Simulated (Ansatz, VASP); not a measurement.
## HfNbSe4: VASP beside Ansatz

```
Hf Nb Se
1.0
     4.75505    0.00000    0.00000
    -2.37753    4.11800    0.00000
     0.00000    0.00000    8.94172
Hf Nb Se
1 1 4
Direct
  0.00000 0.00000 0.04349
  0.00000 0.00000 0.71299
  0.33333 0.66667 0.72082
  0.66667 0.33333 0.72082
  0.33333 0.66667 0.12075
  0.66667 0.33333 0.12075
```

Alike in both runs: task relaxation of cell and atoms; functional PBE; k mesh 12 × 12 × 4; occupations gaussian, width 0.1 eV; no spin polarisation.

```csv
,VASP,Ansatz
version,VASP 6.6.1,Ansatz 0.2.0
potentials or method,"VASP PAW PBE potentials, release 64 (Hf_pv, Nb_sv, Se)","scalar-relativistic, plane waves, PAW"
plane-wave cutoff (eV),600,420
valence electrons in the cell,47,103
```

```csv
,VASP,Ansatz,Ansatz less VASP
"gap on the k mesh at the Fermi level, each at its own relaxed structure (eV)",none,none,-
relaxed volume (Å³/atom),29.20,26.16,-3.042
relaxed cell length with the largest relative difference (Å),8.969,8.022,-0.9473
```

A gap of «none» marks a metal or a gap that the smearing closes. One of these differences is far larger than is usual between the two programs; its cause wasn't traced. The two sets of potentials don't hold the same shells in valence.

Caveats: this functional lacks dispersion, which binds the layers, so the pressure and a relaxed spacing across them are unreliable. The runs have no spin-orbit coupling, so splittings on Hf are missing.
